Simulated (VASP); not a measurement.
All values below come from r2SCAN meta-GGA, VASP's PBE PAW potentials (set 64) (plane waves; VASP).

The input files of a VASP run:

INCAR:
```
! general
SYSTEM  = HgTe
PREC    = Accurate
ENCUT   = 400   ! plane-wave cut-off (eV)
LREAL   = .False.   ! projection in real space or not
LASPH   = .True.

! electronic loop
EDIFF   = 1E-6
NELM    = 100
ALGO    = Normal
LMAXMIX = 6   ! l cut-off of mixed one-centre charges
LMIXTAU = .True.

! smearing
ISMEAR  = 1
SIGMA   = 0.1   ! width (eV)

! functional
METAGGA = R2SCAN

! ions
IBRION  = 2   ! conjugate gradients
NSW     = 60   ! most ionic steps
ISIF    = 3
EDIFFG  = -0.01   ! ionic stop

! output
LWAVE   = .False.
LCHARG  = .False.
```

File POSCAR:
```
HgTe
1
    0.0000000000     3.2899850000     3.2899850000
    3.2899850000     0.0000000000     3.2899850000
    3.2899850000     3.2899850000     0.0000000000
Hg Te
1 1
Direct
  0.0000000000   0.0000000000   0.0000000000
  0.2500000000   0.2500000000   0.2500000000
```

KPOINTS:
```
Automatic mesh
0
Gamma
9 9 9
0 0 0
```

POTCAR, in this order: Hg Te (PBE.64 set). Program: vasp_std.

Problem. What will the output report for the number of irreducible k-points (NKPTS), largest plane-wave count, number of space-group operations, FFT grid (NGX, NGY, NGZ)?

Solution. 
```
Property                                       Value
--------------------------------------  ------------
number of irreducible k-points (NKPTS)            35
largest plane-wave count                        1311
number of space-group operations                  24
FFT grid (NGX, NGY, NGZ)                30 × 30 × 30
```

The structure comes from a computed database's HgTe entry (F-43m); how it stands against other phases isn't given here. This run relaxes it. Symmetry was kept, so distortions that lower it aren't found.
